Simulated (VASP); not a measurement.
VASP runs on K (bcc) share one base input (PBE GGA, plane waves, VASP's PBE PAW potentials (set 64)) and change the settings named in each case.

INCAR:
```
SYSTEM  =  K
PREC  =  Accurate; ENCUT  =  400; LREAL  =  F
LASPH  =  T
EDIFF  =  1E-6; NELM  =  100; ALGO  =  Normal
ISMEAR  =  1; SIGMA  =  0.1
GGA  =  PE
ISIF  =  2
LWAVE  =  F; LCHARG  =  F
```

File POSCAR:
```
K
1
   -2.6400000000     2.6400000000     2.6400000000
    2.6400000000    -2.6400000000     2.6400000000
    2.6400000000     2.6400000000    -2.6400000000
K
1
Direct
  0.0000000000   0.0000000000   0.0000000000
```

File KPOINTS:
```
Automatic
0
G
9 9 9
0 0 0
```

POTCAR, in this order: K_sv (PBE.64 set). Program: vasp_std.

| change | E(σ→0) (eV/atom) |
|---|---|
| base run | -1.0500 |
| ENCUT = 520, POTCAR K_pv (PBE.64 set) | -1.0306 |
| ENCUT = 520 | -1.0502 |
| ENCUT = 800 | -1.0503 |
 Energies of different potentials or functionals have different zeros.

Left out are runs that ran out of time, are held back, or changed the cell or the kind of run, fixed moments of cells without a moment, rows past the twelfth, gaps on odd meshes, pressures of charged cells and columns that move by less than the noise.

The compound is K in the bcc structure. The cell was not relaxed at this level.
